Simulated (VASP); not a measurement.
Consider the following.

```
CELL_PARAMETERS angstrom
      1.66827    -5.34705     0.00000
      1.66827     5.34705     0.00000
      0.00000     0.00000     4.46669
ATOMIC_POSITIONS crystal
  P  0.10091 0.89909 0.91797
  P  0.39909 0.60091 0.41797
  P  0.60091 0.39909 0.58203
  P  0.89909 0.10091 0.08203
```

Level of theory: optB88-vdW, VASP's PBE PAW potentials (set 64) (plane waves; VASP 6.6.1). Run with 520 eV cut-off, 9×9×6 Γ-centred mesh, first-order Methfessel-Paxton smearing of 0.10 eV, potentials P.

Problem. Predict the energy per atom (σ→0).

Solution. 
| Item | Value |
|---|---|
| energy per atom (σ→0) | -3.961 eV/atom |

Only differences to runs with the same potentials and settings are physical.

The compound is P in the black structure. It was relaxed first. The start is the result of an earlier pass.
